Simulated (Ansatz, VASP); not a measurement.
**Cs2HgSe2 in two plane-wave programs**

One calculation is typed for both programs; each brings its own data sets. How far apart do they land? The cell is taken from a series of runs on this material, whose earlier steps may have relaxed, scaled, displaced or heated it; both programs get it as it stands.

Program: Ansatz 0.2.0. Level of theory: plane waves, with VASP 6.6.1 beside it; dielectric response at PBE. Results are calculated unless marked as measured.

### 1. Starting point

Symmetry: Pbam, No. 55, orthorhombic system. Conventional cell: a = 8.185 Å, b = 10.330 Å, c = 4.711 Å, α = 90.00°, β = 90.00°, γ = 90.00°. Cs has 6 Se at 3.66 to 3.72 Å and 1 Cs at 3.87 Å nearest. Nearest to Hg lie 2 Se at 2.41 Å. Nearest to Se lie 1 Hg at 2.41 Å and 6 Cs at 3.66 to 3.72 Å. Farther neighbours and most contacts between anions are not listed.

### 2. Ansatz: dielectric response, PBE

Ansatz runs on its PAW soft_1 files.

The response to a field tests empty states and converges slowly with the mesh.

Contents of input.yaml:

```yaml
crystal:
  lattice:
    - [8.1849, 0.0, 0.0]
    - [0.0, 10.3302, 0.0]
    - [0.0, 0.0, 4.7112]
  atoms:
    - { symbol: Cs, position: [0.39222, 0.83311, 0.5] }
    - { symbol: Cs, position: [0.60778, 0.16689, 0.5] }
    - { symbol: Cs, position: [0.89222, 0.66689, 0.5] }
    - { symbol: Cs, position: [0.10778, 0.33311, 0.5] }
    - { symbol: Hg, position: [0.5, 0.5, 0.0] }
    - { symbol: Hg, position: [0.0, 0.0, 0.0] }
    - { symbol: Se, position: [0.23025, 0.59445, 0.0] }
    - { symbol: Se, position: [0.76975, 0.40555, 0.0] }
    - { symbol: Se, position: [0.73025, 0.90555, 0.0] }
    - { symbol: Se, position: [0.26975, 0.09445, 0.0] }
kpoints:
  mp_grid: { grid: [4, 2, 4] }
hamiltonian:
  xc: pbe
  pseudopotentials: { kind: paw, azcp: { folder: soft_1 } }
scf:
  occupations: { method: fixed }
dielectric: {}
```

The run is started by

```
$ ansatz run input.yaml --threads 2 --pin off --max-ram 92160MiB --backend cuda --events-out ev --progress --plain --runs-dir out --devices 1 --max-vram 13GiB
```

Numbers of over 12 decimals in the logs are rounded to 6 here.

The program printed:

```text
GPUs: using 1 of 1 available (devices: 1).
Engine: ansatz 0.2.0, x86_64-unknown-linux-gnu
Pseudopotentials: kind: paw
Pseudopotential: Cs, paw, valence charge 9, recommended cutoff 420 eV (normal), soft_1/Cs.paw.azcp
Pseudopotential: Hg, paw, valence charge 20, recommended cutoff 420 eV (normal), soft_1/Hg.paw.azcp
Pseudopotential: Se, paw, valence charge 16, recommended cutoff 420 eV (normal), soft_1/Se.paw.azcp
Functional definition: PBE
  parameter kappa = 0.804
  parameter beta = 0.066725
  exchange = pbe_x(kappa = kappa, mu = beta*pi^2/3)
  correlation = pbe_c(beta = beta)
device memory: the entry about to start is reckoned to put 3.8 GiB on a device that reports 44.3 GiB free (of which the cap on the GPU budget leaves the run 13.0 GiB)
GPU FFT provider: cuFFT
GPU libraries: cuBLAS 13.8.2, cuFFT 12.4.0, cuSOLVER 12.3.4
Crystal: 10 atoms, lattice volume = 398.340 Å³
Basis set: ecut = 420 eV, 7743 PW (Γ), exchange–correlation on 120×144×64 points (8 copies of the dense FFT grid, shifted against one another)
Bands: 84, of which v1, the nominal top of the filled ones, is band 70 counted from 1 (69 counted from 0)
Symmetry: 8 space group operations
k-points: 20 of 32 (irreducible under 1 space group operation, time reversal used)
Non-local potential: Cs, projectors of the file, l = 0: 3, l = 1: 2, l = 2: 2, l = 3: 2
Non-local potential: Hg, projectors of the file, l = 0: 3, l = 1: 2, l = 2: 2, l = 3: 1
Non-local potential: Se, projectors of the file, l = 0: 2, l = 1: 2, l = 2: 3, l = 3: 1
PAW form: soft (Blöchl's): semilocal exchange-correlation on the pseudo side does not see the compensation charge
PAW one-centre angular grid: Cs, 194 points (default); XC on 64 Gauss nodes
PAW one-centre angular grid: Hg, 590 points (default); XC on 64 Gauss nodes
PAW one-centre angular grid: Se, 590 points (default); XC on 64 Gauss nodes
Initial density: superposition of atomic densities (chi_scale 0.1, normalization cell, long waves kept (reshape's long-wave potential 0.00 eV rms))
Initial wavefunctions: pseudopotential atomic-orbital guess
GPU buffer pool allocated for 138240 grid points (all kernels)
GPU transforms: local potential and band sums: pruned to the plane-wave sphere, on 60×72×32
Functional: x = pbe(κ = 0.804, μ = 0.219515), c = pbe(β = 0.066725)
SCF iter   1: F=—  HF=-72205.745444 eV  |F-HF|=—  |Δ(HF+E_count)|=         —  Δρ=4.04e-2  dr2=1.64e1  ethr=3.10e-3  ⟨swp⟩=4.6  Hψ=5104  notcnv=0  defer=209
preconditioner: auto → Resta (q_TF=auto, 2.292 Å⁻¹)  ε∞=3.9  [insulator: Δε(μ)=1.864 eV  Ē_g=9.447 eV  n_scr=76 (ndim 8)  ℏωp=16.2 eV  f_vac=0.021  ε∞_Penn≈3.9]
SCF iter   2: F=—  HF=-72201.210445 eV  |F-HF|=—  |Δ(HF+E_count)|=    4.53e0  Δρ=1.74e-2  dr2=2.92e0  ethr=3.10e-3  ⟨swp⟩=3.2  Hψ=3111  notcnv=0  defer=214
SCF iter   3: F=—  HF=-72200.050095 eV  |F-HF|=—  |Δ(HF+E_count)|=    1.16e0  Δρ=5.82e-3  dr2=3.45e-1  ethr=2.09e-3  ⟨swp⟩=4.0  Hψ=3398  notcnv=0  defer=219
SCF iter   4: F=—  HF=-72199.932528 eV  |F-HF|=—  |Δ(HF+E_count)|=   1.18e-1  Δρ=2.07e-3  dr2=3.84e-2  ethr=2.46e-4  ⟨swp⟩=3.1  Hψ=3130  notcnv=0  defer=238
SCF iter   5: F=—  HF=-72199.932800 eV  |F-HF|=—  |Δ(HF+E_count)|=   2.71e-4  Δρ=9.14e-4  dr2=5.50e-3  ethr=2.74e-5  ⟨swp⟩=3.0  Hψ=3257  notcnv=0  defer=240
SCF iter   6: F=—  HF=-72199.934710 eV  |F-HF|=—  |Δ(HF+E_count)|=   1.91e-3  Δρ=3.61e-4  dr2=7.40e-4  ethr=3.93e-6  ⟨swp⟩=2.0  Hψ=2782  notcnv=0  defer=240
SCF iter   7: F=—  HF=-72199.935503 eV  |F-HF|=—  |Δ(HF+E_count)|=   7.92e-4  Δρ=9.72e-5  dr2=4.34e-5  ethr=5.28e-7  ⟨swp⟩=2.1  Hψ=2523  notcnv=0  defer=240
SCF iter   8: F=—  HF=-72199.935149 eV  |F-HF|=—  |Δ(HF+E_count)|=   3.54e-4  Δρ=2.16e-5  dr2=3.60e-6  ethr=3.10e-8  ⟨swp⟩=2.0  Hψ=2285  notcnv=0  defer=236
SCF iter   9: F=—  HF=-72199.936082 eV  |F-HF|=—  |Δ(HF+E_count)|=   9.33e-4  Δρ=8.42e-6  dr2=3.49e-7  ethr=2.57e-9  ⟨swp⟩=2.0  Hψ=2305  notcnv=0  defer=219
SCF iter  10: F=—  HF=-72199.936082 eV  |F-HF|=—  |Δ(HF+E_count)|=   3.09e-7  Δρ=1.37e-6  dr2=1.55e-8  ethr=2.49e-10  ⟨swp⟩=2.0  Hψ=2417  notcnv=0  defer=219
SCF iter  11: F=—  HF=-72199.936083 eV  |F-HF|=—  |Δ(HF+E_count)|=   1.58e-8  Δρ=5.53e-7  dr2=1.46e-9  ethr=1.11e-11  ⟨swp⟩=2.1  Hψ=2875  notcnv=0  defer=220
SCF iter  12: F=—  HF=-72199.936083 eV  |F-HF|=—  |Δ(HF+E_count)|=   1.99e-9  Δρ=1.43e-7  dr2=1.12e-10  ethr=1.04e-12  ⟨swp⟩=2.0  Hψ=2417  notcnv=0  defer=220
SCF iter  13: F=-72199.936083 eV  HF=-72199.936083 eV  |F-HF|=1.46e-11  |Δ(HF+E_count)|=  8.73e-11  Δρ=4.69e-8  dr2=1.32e-11  ethr=1.00e-12  ⟨swp⟩=14.7  Hψ=8574  notcnv=0
SCF 1 converged in 13 iterations: F = -72199.936083 eV  dr2 = 1.32e-11
  greatest PAW one-centre occupation: 1.000 electrons in one spin orbital (limit 2), on the Hg atom at site 5 (counted from 0), in its partial waves of l = 0
the response reads at least the filled bands of the reference SCF and the lowest empty band at each k-point, and that SCF's band table does not vouch for those bands. The notice of the band table in this run's record says why
device memory: the entry about to start is reckoned to put 0.1 GiB (of the 0.3 GiB reckoned in all, the device holds 0.2 GiB already) on a device that reports 47.1 GiB free (of which the cap on the GPU budget leaves the run 12.8 GiB)
device memory: the entry about to start is reckoned to put 3.8 GiB (of the 4.0 GiB reckoned in all, the device holds 0.2 GiB already) on a device that reports 47.0 GiB free (of which the cap on the GPU budget leaves the run 12.8 GiB)
DFPT response loops at Γ: preconditioner auto → Resta (q_TF=auto, 2.292 Å⁻¹)  ε∞=5.5 (no band partly filled); β = 1.00, the filter's whole step (`scf.mixing.beta` (0.50) is not read by the response loops at its default; to damp them type it under 1.00, their step now; it binds the ground state too); Broyden in place of MSR1
── the response to a field inside a basis, on 6×4×8 k-points: an SCF that follows is theirs, and a resumed run solves both again ──
device memory: the entry about to start is reckoned to put 1.1 GiB on a device that reports 38.5 GiB free (of which the cap on the GPU budget leaves the run 12.7 GiB)
GPU FFT provider: cuFFT
GPU libraries: cuBLAS 13.8.2, cuFFT 12.4.0, cuSOLVER 12.3.4
Bands: 71, of which v1, the nominal top of the filled ones, is band 70 counted from 1 (69 counted from 0)
k-points: 24 of 192
Initial density: handed on by an earlier stage of this run
Initial wavefunctions: pseudopotential atomic-orbital guess (no wavefunctions were taken with the density)
GPU buffer pool allocated for 138240 grid points (all kernels)
GPU transforms: band sums: pruned to the plane-wave sphere, on 60×72×32
Eigensolver: Dense (24 Hₖ)
SCF iter   1: F=—  HF=-72199.747798 eV  |F-HF|=—  |Δ(HF+E_count)|=         —  Δρ=4.41e-4  dr2=2.26e-4  ethr=1.00e-1
preconditioner: auto → Resta (q_TF=auto, 2.292 Å⁻¹)  ε∞=4.8  [insulator: Δε(μ)=2.140 eV  Ē_g=8.294 eV  n_scr=76 (ndim 8)  ℏωp=16.2 eV  f_vac=0.107  ε∞_Penn≈4.8]
SCF iter   2: F=—  HF=-72199.747843 eV  |F-HF|=—  |Δ(HF+E_count)|=   4.46e-5  Δρ=2.18e-4  dr2=6.11e-5  ethr=1.61e-7
SCF iter   3: F=—  HF=-72199.747874 eV  |F-HF|=—  |Δ(HF+E_count)|=   3.13e-5  Δρ=4.19e-5  dr2=3.73e-6  ethr=4.36e-8
SCF iter   4: F=—  HF=-72199.747875 eV  |F-HF|=—  |Δ(HF+E_count)|=   9.27e-7  Δρ=7.12e-6  dr2=2.89e-7  ethr=2.66e-9
SCF iter   5: F=-72199.747875 eV  HF=-72199.747875 eV  |F-HF|=1.56e-8  |Δ(HF+E_count)|=   1.14e-7  Δρ=1.83e-6  dr2=3.25e-8  ethr=2.06e-10
SCF 1 converged in 5 iterations: F = -72199.747875 eV  dr2 = 3.25e-8
device memory: the entry about to start is reckoned to put 0.1 GiB (of the 0.4 GiB reckoned in all, the device holds 0.3 GiB already) on a device that reports 43.5 GiB free (of which the cap on the GPU budget leaves the run 12.4 GiB)
device memory: the entry about to start is reckoned to put 5.1 GiB (of the 5.2 GiB reckoned in all, the device holds 0.1 GiB already) on a device that reports 51.3 GiB free (of which the cap on the GPU budget leaves the run 12.3 GiB)
DFPT response loops at Γ: preconditioner auto → Resta (q_TF=auto, 2.292 Å⁻¹)  ε∞=5.3 (no band partly filled); β = 1.00, the filter's whole step (`scf.mixing.beta` (0.50) is not read by the response loops at its default; to damp them type it under 1.00, their step now; it binds the ground state too); Broyden in place of MSR1
SCF converged after 13 iterations
Free energy (F): -72199.936083 eV
Harris-Foulkes:  -72199.936083 eV  (|F-HF|=1.46e-11)
Internal energy: -72199.936083 eV  (E = F + TS)
E sigma→0 (E₀):  -72199.936083 eV
Fermi energy:    5.173865 eV
--- Per-component energies (eV) ---
  E_band       = -2932.026388
  E_kinetic    = 2174.531022
  E_local      = -22303.559046  (includes V_loc(G=0)·N_el)
  E_nonlocal   = -1162.173245
  E_hartree    = 10734.219915
  E_xc         = -1484.030780
  E_vxc        = -1417.142754  (∫ρ·V_xc dr)
  E_paw        = -48675.764004  (= ΣΔE_a)
  E_vpaw       = -1692.121295  (= ΣTr[D̂ρ^β])
  E_aug_tail   = -0.000543  (compensation charges beyond the density's cutoff)
  E_ewald      = -11483.159401
  E_smearing   = -0.000000  (= −TS)
  E_closure    = 0.000000  (closes the sum)
  Σ components = -72199.936083   (vs F -72199.936083, Δ=0.00e0)
--- Band table (eV; the first three rows and the last of 20) ---
  k-point 0: bands = [... 66 lower, 4.8322, 4.9866, 5.1118, 5.1468, 7.1771, 8.0338, 8.2947, 8.8751, ... 10 higher]
  k-point 1: bands = [... 66 lower, 4.6060, 4.7050, 4.8471, 4.8551, 7.5857, 8.0474, 8.1582, 8.8897, ... 10 higher]
  k-point 2: bands = [... 66 lower, 4.4700, 4.5933, 4.6317, 4.8672, 7.9748, 8.0084, 8.0296, 8.1735, ... 10 higher]
  k-point 19: bands = [... 66 lower, 4.4965, 4.4965, 5.0733, 5.0733, 7.5731, 7.5731, 8.3472, 8.3472, ... 10 higher]
--- Dielectric response (ions clamped): 3 representative field directions + reference, inside a basis on a mesh of 192 k-points (Σ response iterations 18) ---
  ε∞ (high-frequency dielectric tensor):
        5.009988     0.000000     0.000000
        0.000000     3.904463     0.000000
        0.000000     0.000000     3.565276
  Born effective charges Z* (e; rows j = field, columns β = displacement):
    site 0:
         1.18561   -0.17411    0.00000
         0.21430    1.30042    0.00000
         0.00000    0.00000    1.35056
    site 1:
         1.18561   -0.17411    0.00000
         0.21430    1.30042    0.00000
         0.00000    0.00000    1.35056
    site 2:
         1.18561    0.17411    0.00000
        -0.21430    1.30042    0.00000
         0.00000    0.00000    1.35056
    site 3:
         1.18561    0.17411    0.00000
        -0.21430    1.30042    0.00000
         0.00000    0.00000    1.35056
    site 4:
         2.00227   -0.92859    0.00000
        -0.92931    0.39347    0.00000
         0.00000    0.00000   -0.15832
    site 5:
         2.00227    0.92859    0.00000
         0.92931    0.39347    0.00000
         0.00000    0.00000   -0.15832
    site 6:
        -2.18674    0.31412    0.00000
         0.43374   -1.49716    0.00000
         0.00000    0.00000   -1.27140
    site 7:
        -2.18674    0.31412    0.00000
         0.43374   -1.49716    0.00000
         0.00000    0.00000   -1.27140
    site 8:
        -2.18674   -0.31412    0.00000
        -0.43374   -1.49716    0.00000
         0.00000    0.00000   -1.27140
    site 9:
        -2.18674   -0.31412    0.00000
        -0.43374   -1.49716    0.00000
         0.00000    0.00000   -1.27140
  Z* charge neutrality: 2.768e-3 e pre-enforcement
  solved inside a basis spanned on kpoints, on 6×4×8 k-points, taken by the longest dipole's decay: ε∞ is read to err by 2.4e-2, Z* by 1.2e-1 e (field_mesh: kpoints solves on kpoints); Z* is corrected for what the basis lacks
```

The column dr2 measures how far the density is from self-consistency, as an energy; F and HF (Harris–Foulkes) agree once it is small.

(Part 1 of 2 ends here.)

[Lines on the potential files, build, host, timing and source positions are cut from VASP's logs without a mark.]

[Logs are printed without paths, hosts, clocks, repeated set-up lines and the standing remarks that a program may print on its own settings, such as how far it seeks lower states.]

[Hosts, paths, dates, database ids (printed as entryN), source tags and the programs' standing remarks are cut or masked in the printed files.]
